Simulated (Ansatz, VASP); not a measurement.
# Cross-check of Ta between VASP and Ansatz, part 2 of 2

One calculation is typed for both programs; each brings its own data sets. How far apart do they land? Of the first pair: The structure shown is the start of the Ansatz relaxation below; VASP solves that cell, so the two are compared at the walk's first step.

VASP 6.6.1 and Ansatz 0.2.0.

So far. Step 4 (Differences): The forces differ by 2.5 meV/Å r.m.s., which is 0.9 % of the r.m.s. force of 0.293 eV/Å (both taken over all components). With vacuum in the cell, a pressure given here is an average over mostly empty space and none of the material.

## Step 6: VASP: single point, PBEsol, relaxed cell, pair 2

Level of this step: PBEsol; plane waves and PAW (Ta_pv) (VASP).

The same cell, functional, mesh and smearing now go to VASP, with its own data sets.

Contents of INCAR:

```
SYSTEM = Ta
PREC = Accurate
ENCUT = 400
EDIFF = 1E-06
NELM = 120
ISMEAR = -1
SIGMA = 0.05
LREAL = .FALSE.
ALGO = Normal
GGA = PS
NBANDS = 34
LASPH = .TRUE.
LORBIT = 11
LWAVE = .FALSE.
LCHARG = .FALSE.
ISIF = 2
GGA_COMPAT = .FALSE.
KPAR = 2
```

Contents of POSCAR:

```
Ta
1.0
    3.3030000000      0.0000000000      0.0000000000
    1.6515000000      2.3355736983      0.0000000000
    0.0000000000      0.0000000000     23.3422947930
Ta
5
Direct
    0.0000000000      0.0000000000      0.6931275502
    0.5000000000      0.0000000000      0.5985137951
    0.0000000000      0.0000000000      0.5000000000
    0.5000000000      0.0000000000      0.4014862049
    0.0000000000      0.0000000000      0.3068724498
```

Contents of KPOINTS:

```
Automatic mesh
0
Gamma
12 12 1
0 0 0
```

Potentials, in the order of the species: Ta_pv (PBE family, release 64).

Launch:

```sh
$ mpirun -np 2 vasp_std
```

Numbers of over 12 decimals in the logs are rounded to 6 here.

The program printed:

```text
[banner, memory and clock lines left out]
running    2 mpi-ranks, on    1 nodes
[...]
[... a notice as in an earlier step ...]

 LDA part: xc-table for (Slater+PW92), standard interpolation
 POSCAR, INCAR and KPOINTS ok, starting setup
[...]
entering main loop
       N       E                     dE             d eps       ncg     rms          rms(c)
DAV:   1     0.432764793597E+03    0.43276E+03   -0.28408E+04  3572   0.123E+03
DAV:   2    -0.454096704137E+02   -0.47817E+03   -0.47063E+03  3370   0.378E+02
DAV:   3    -0.646357372464E+02   -0.19226E+02   -0.18680E+02  3914   0.667E+01
DAV:   4    -0.652969104349E+02   -0.66117E+00   -0.65202E+00  4088   0.111E+01
[...]
DAV:  24    -0.602656312685E+02   -0.50632E-05   -0.34225E-07  1954   0.233E-03    0.598E-04
DAV:  25    -0.602656332202E+02   -0.19517E-05   -0.79248E-08  1762   0.955E-04    0.476E-04
DAV:  26    -0.602656336842E+02   -0.46401E-06   -0.61415E-08  1656   0.124E-03
   1 F= -.60265634E+02 E0= -.60239176E+02  d E =-.529156E-01
```

Parts of OUTCAR (step 6):

```text
  Total       -3.7029733     -3.7776673      0.1368026      0.0000000      0.0000000      0.0000000
  in kB      -32.9469691    -33.6115534      1.2171924      0.0000000      0.0000000      0.0000000
  external PRESSURE =     -21.7804434 kB  Pullay stress =       0.0000000 kB

 POSITION                                       TOTAL-FORCE (eV/Angst)
 -----------------------------------------------------------------------------------
      0.00000      0.00000     16.17919         0.000000      0.000000      0.017459
      1.65150      0.00000     13.97069        -0.000000      0.000000      0.008066
      0.00000      0.00000     11.67115         0.000000      0.000000      0.000000
      1.65150      0.00000      9.37161        -0.000000      0.000000     -0.008066
      0.00000      0.00000      7.16311        -0.000000      0.000000     -0.017459
 -----------------------------------------------------------------------------------
    total drift:                                0.000000      0.000000      0.000000

  FREE ENERGIE OF THE ION-ELECTRON SYSTEM (eV)
  ---------------------------------------------------
  free  energy   TOTEN  =       -60.2656336842 eV

  energy  without entropy=      -60.2127180964  energy(sigma->0) =      -60.23917589

[... 2 parts as in an earlier step ...]

[... 1 further part left out ...]
[key lines of the parts left out:]
E-fermi :   0.4102
```

## Step 7: Comparison

What differs besides the data sets and the points named for the pairs above, as far as they apply: the data sets hold 65 valence electrons in Ansatz (on its PAW soft_1 files) and 55 in VASP. Total energies have different zeros and are not compared.

At this near-relaxed geometry the largest component of a force difference is 11 meV/Å. With vacuum in the cell, a pressure given here is an average over mostly empty space and none of the material.

## Step 8: Ansatz: single point, PBEsol, pair 3

A single point gives forces, pressure and levels at one fixed geometry, so differences don't come from the geometry; what else differs is listed under the comparison.

The cell is taken from a series of runs on this material, whose earlier steps may have relaxed, scaled, displaced or heated it; both programs get it as it stands.

Contents of input.yaml:

```yaml
crystal:
  lattice:
    - [3.303, 0.0, 0.0]
    - [1.6515, 2.3355736983, 0.0]
    - [0.0, 0.0, 23.342294793]
  atoms:
    - { symbol: Ta, position: [0.0, 0.0, 0.6931275502] }
    - { symbol: Ta, position: [0.5, 0.0, 0.5985137951] }
    - { symbol: Ta, position: [0.0, 0.0, 0.5] }
    - { symbol: Ta, position: [0.5, 0.0, 0.4014862049] }
    - { symbol: Ta, position: [0.0, 0.0, 0.3068724498] }
kpoints:
  mp_grid: { grid: [16, 16, 1] }
scf:
  occupations: { method: fermi_dirac, width: 0.05 }
  n_extra_bands: 8
hamiltonian:
  xc: pbesol
  pseudopotentials: { kind: paw, azcp: { folder: soft_1 }, xc_functional: pbe }
output:
  forces: true
  write_potential: true
  volumetric_format: []
  dos:
    projected: true
    de: 0.05
    e_range: [-30, 12]
    method: { smearing: { sigma: 0.15, scheme: gaussian } }
  eigenstates:
    kpoints:
      - [0.5, 0.0, 0.0]
      - [0.45, 0.0, 0.0]
      - [0.4, 0.0, 0.0]
      - [0.35, 0.0, 0.0]
      - [0.3, 0.0, 0.0]
      - [0.25, 0.0, 0.0]
      - [0.2, 0.0, 0.0]
      - [0.15, 0.0, 0.0]
      - [0.1, 0.0, 0.0]
      - [0.05, 0.0, 0.0]
      - [0.0, 0.0, 0.0]
      - [0.0, 0.05, 0.0]
      - [0.0, 0.1, 0.0]
      - [0.0, 0.15, 0.0]
      - [0.0, 0.2, 0.0]
      - [0.0, 0.25, 0.0]
      - [0.0, 0.3, 0.0]
      - [0.0, 0.35, 0.0]
      - [0.0, 0.4, 0.0]
      - [0.0, 0.45, 0.0]
      - [0.0, 0.5, 0.0]
      - [0.02777778, -0.02777778, 0.0]
      - [0.05555556, -0.05555556, 0.0]
      - [0.08333333, -0.08333333, 0.0]
      - [0.11111111, -0.11111111, 0.0]
      - [0.13888889, -0.13888889, 0.0]
      - [0.16666667, -0.16666667, 0.0]
      - [0.19444444, -0.19444444, 0.0]
      - [0.22222222, -0.22222222, 0.0]
      - [0.25, -0.25, 0.0]
      - [0.27777778, -0.27777778, 0.0]
      - [0.30555556, -0.30555556, 0.0]
      - [0.33333333, -0.33333333, 0.0]
      - [0.36111111, -0.36111111, 0.0]
      - [0.38888889, -0.38888889, 0.0]
      - [0.41666667, -0.41666667, 0.0]
      - [0.44444444, -0.44444444, 0.0]
      - [0.47222222, -0.47222222, 0.0]
    e_range: [-8.0, 4.0]
    unfold:
      supercell_matrix: [[1, 0, 0], [0, 1, 0], [0, 0, 1]]
      layers:
        axis: 3
        edges: [0.13551, 0.426115, 0.426215, 0.573785, 0.573885, 0.86449]
```

Launch:

```sh
$ ansatz run input.yaml --threads 4 --pin off --max-ram 11264MiB --backend cpu --events-out ev --progress --plain --runs-dir out
```

The program printed:

```text
[...]
Crystal: 5 atoms, lattice volume = 180.072 Å³
Basis set: ecut = 420 eV, 3529 PW (Γ), exchange–correlation on 48×40×320 points (8 copies of the dense FFT grid, shifted against one another)
Bands: 41, of which v1, the nominal top of the filled ones, is band 33 counted from 1 (32 counted from 0)
Symmetry: 8 space group operations
[...]
k-points: 73 of 256
[...]
max |Σ_I F_I| component: 6.94e-18 eV/Å
--- Band table (eV; the first three rows and the last of 73) ---
  k-point 0: bands = [... 29 lower, 6.5428, 6.9739, 7.4003, 7.4678, 7.5400, 7.6391, 7.8579, 8.4611, ... 4 higher]
  k-point 1: bands = [... 29 lower, 6.5864, 7.1113, 7.3385, 7.3786, 7.5581, 7.6918, 7.7293, 8.1618, ... 4 higher]
  k-point 2: bands = [... 29 lower, 6.8194, 6.8745, 7.0557, 7.1628, 7.5010, 7.6697, 7.6950, 7.9803, ... 4 higher]
  k-point 72: bands = [... 29 lower, 6.0855, 6.1226, 6.1566, 6.5813, 7.1853, 7.3104, 7.3708, 8.9839, ... 4 higher]
[key lines of the parts left out:]
SCF converged after 9 iterations
Free energy (F): -49034.542630 eV
Fermi energy:    6.913168 eV
```

## Step 9: VASP: single point, PBEsol, pair 3

The same cell, functional, mesh and smearing now go to VASP, with its own data sets.

INCAR is that of step 6.

POSCAR is that of step 6.

Contents of KPOINTS:

```
Automatic mesh
0
Gamma
16 16 1
0 0 0
```

Launch:

```sh
$ mpirun -np 2 vasp_std
```

The program printed:

```text
[... set-up lines as in an earlier step ...]
 entering main loop
       N       E                     dE             d eps       ncg     rms          rms(c)
DAV:   1     0.431927096235E+03    0.43193E+03   -0.28494E+04  6116   0.123E+03
DAV:   2    -0.459287782336E+02   -0.47786E+03   -0.47039E+03  5766   0.378E+02
DAV:   3    -0.646082886082E+02   -0.18680E+02   -0.18214E+02  6558   0.660E+01
DAV:   4    -0.652989136847E+02   -0.69063E+00   -0.68105E+00  6960   0.113E+01
[...]
DAV:  24    -0.602712606838E+02   -0.38882E-05   -0.38323E-07  3160   0.338E-03    0.563E-04
DAV:  25    -0.602712629724E+02   -0.22886E-05   -0.12200E-07  3100   0.145E-03    0.538E-04
DAV:  26    -0.602712633229E+02   -0.35051E-06   -0.32487E-08  2836   0.665E-04
   1 F= -.60271263E+02 E0= -.60244861E+02  d E =-.528043E-01
```

From OUTCAR (step 9):

```text
  Total       -3.1297038     -3.6842940     -0.1311317      0.0000000      0.0000000      0.0000000
  in kB      -27.8463403    -32.7807708     -1.1667363      0.0000000      0.0000000      0.0000000
  external PRESSURE =     -20.5979491 kB  Pullay stress =       0.0000000 kB

 POSITION                                       TOTAL-FORCE (eV/Angst)
 -----------------------------------------------------------------------------------
      0.00000      0.00000     16.17919        -0.000000     -0.000000     -0.039984
      1.65150      0.00000     13.97069        -0.000000      0.000000      0.062519
      0.00000      0.00000     11.67115         0.000000      0.000000      0.000000
      1.65150      0.00000      9.37161        -0.000000     -0.000000     -0.062519
      0.00000      0.00000      7.16311         0.000000      0.000000      0.039984
 -----------------------------------------------------------------------------------
    total drift:                                0.000000      0.000000      0.000000

  FREE ENERGIE OF THE ION-ELECTRON SYSTEM (eV)
  ---------------------------------------------------
  free  energy   TOTEN  =       -60.2712633229 eV

  energy  without entropy=      -60.2184590549  energy(sigma->0) =      -60.24486119

[... 1 part as in an earlier step ...]

[... 2 further parts left out ...]
[key lines of the parts left out:]
E-fermi :   0.4052
```

## Step 10: Differences

What differs besides the data sets and the points named for the pairs above, as far as they apply: the data sets hold 65 valence electrons in Ansatz (on its PAW soft_1 files) and 55 in VASP. Total energies have different zeros and are not compared.

Forces (eV/Å; atoms numbered as in POSCAR):

```
atom        Ansatz x, y, z          VASP x, y, z
 Ta1  0.000, 0.000, -0.051  0.000, 0.000, -0.040
 Ta2   0.000, 0.000, 0.061   0.000, 0.000, 0.063
 Ta3   0.000, 0.000, 0.000   0.000, 0.000, 0.000
 Ta4  0.000, 0.000, -0.061  0.000, 0.000, -0.063
 Ta5   0.000, 0.000, 0.051   0.000, 0.000, 0.040
```

The forces differ by 4.1 meV/Å r.m.s., which is 15.0 % of the r.m.s. force of 0.027 eV/Å (both taken over all components). With vacuum in the cell, a pressure given here is an average over mostly empty space and none of the material.

## Step 11: What came out

| Quantity | Value |
| --- | --- |
| r.m.s. force difference (single point, PBEsol, start cell, pair 1) | 0.85 % of the r.m.s. force |
| r.m.s. force difference (single point, PBEsol, relaxed cell, pair 2) | 4.1 meV/Å |
| r.m.s. force difference (single point, PBEsol, pair 3) | 4.1 meV/Å |

What this shows: The r.m.s. force difference is 4.1 meV/Å (single point, PBEsol, relaxed cell, pair 2), within the 12 meV/Å picked in this series as the mark of a large difference. The data sets hold unlike numbers of valence electrons (65 in Ansatz and 55 in VASP), so part of the differences comes from the potentials. Such differences can come from data sets, numerical settings and the points named under the comparisons, not from the functional's error against experiment.

[Lines on the potential files, build, host, timing and source positions are cut from VASP's logs without a mark.]

[Logs are printed without paths, hosts, clocks, repeated set-up lines and the standing remarks that a program may print on its own settings, such as how far it seeks lower states.]

[Hosts, paths, dates, database ids (printed as entryN), source tags and the programs' standing remarks are cut or masked in the printed files.]
